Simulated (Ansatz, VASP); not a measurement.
**Y3Si2F: VASP beside Ansatz**

```
Y Si F
1.0
     3.59976    0.00000    0.00000
     0.00000    3.59976    0.00000
     0.00000    0.00000   10.38800
Y Si F
3 2 1
Direct
  0.50000 0.50000 0.53506
  0.50000 0.50000 0.97853
  0.00000 0.00000 0.23922
  0.50000 0.00000 0.75260
  0.00000 0.50000 0.75260
  0.00000 0.00000 0.45956
```

Alike in both runs: functional PBE; k mesh 6 × 6 × 2; occupations gaussian, width 0.1 eV; no spin polarisation.

Ansatz relaxed the structure, and its values are those at the end. VASP's run is a single point on that final structure, the one shown.

|  | VASP | Ansatz |
| --- | --- | --- |
| version | VASP 6.6.1 | Ansatz 0.2.0 |
| potentials or method | VASP PAW PBE potentials, release 64 (Y_sv, Si, F) | scalar-relativistic, plane waves, PAW |
| plane-wave cutoff (eV) | 520 | 420 |
| valence electrons in the cell | 48 | 48 |

Ansatz gave:

```
gap on the k mesh at the Fermi level (eV) : none
pressure (GPa)                            : 0.0
rms of the force components (eV/Å)        : 0.007
```

Task: Estimate VASP's values.

Result: gap on the k mesh at the Fermi level (eV): none; pressure (GPa): -0.1; rms of the force components (eV/Å): 0.011.

A gap of «none» marks a metal or a gap that the smearing closes. With one functional, cell and mesh, what is left measures potentials, basis and numerics.
